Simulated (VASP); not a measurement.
An input for Quantum ESPRESSO's pw.x (written as the equivalent of a VASP run, and not itself run):

```
&CONTROL
  calculation = 'vc-relax'
  pseudo_dir = './pseudo'
  outdir = './out'
  tprnfor = .true.
  tstress = .true.
  nstep = 60
  forc_conv_thr = 0.00039
/
&SYSTEM
  ibrav = 0
  nat = 1
  ntyp = 1
  ecutwfc = 68
  occupations = 'smearing'
  smearing = 'methfessel-paxton'
  degauss = 0.00735
  input_dft = 'pz'
/
&ELECTRONS
  conv_thr = 7.3e-08
  electron_maxstep = 100
/
&IONS
/
&CELL
/
ATOMIC_SPECIES
  Ir 192.217 Ir.upf
CELL_PARAMETERS angstrom
     0.0000000    1.9200000    1.9200000
     1.9200000    0.0000000    1.9200000
     1.9200000    1.9200000    0.0000000
ATOMIC_POSITIONS crystal
  Ir   0.0000000  0.0000000  0.0000000
K_POINTS automatic
  15 15 15 0 0 0
```

Problem. Write the VASP files for the same calculation (LDA).

Solution. Several could match; the one computed here: 
POSCAR:
```
Ir
1
    0.0000000000     1.9200000000     1.9200000000
    1.9200000000     0.0000000000     1.9200000000
    1.9200000000     1.9200000000     0.0000000000
Ir
1
Direct
  0.0000000000   0.0000000000   0.0000000000
```

### KPOINTS
```
Automatic mesh
0
Gamma
15 15 15
0 0 0
```

INCAR:
```
ALGO=Normal
EDIFF=1E-6
EDIFFG=-0.01
ENCUT=400
IBRION=2
ISIF=3
ISMEAR=1
LASPH=.TRUE.
LCHARG=.FALSE.
LMAXMIX=6
LREAL=.FALSE.
LWAVE=.FALSE.
NELM=100
NSW=60
PREC=Accurate
SIGMA=0.1
SYSTEM=Ir
```

POTCAR, in this order: Ir (LDA.64 set). Program: vasp_std.

What does not carry over: the potentials are each code's own (VASP's PAW set, PseudoDojo norm-conserving files in pw.x), so ENCUT and ecutwfc are chosen apart and not converted; conv_thr bounds pw.x's estimated SCF error, while EDIFF bounds the energy change between steps; forc_conv_thr acts on force components and is met together with etot_conv_thr.

The compound is Ir in the fcc structure. This run relaxes it. Symmetry was kept, so distortions that lower it aren't found.
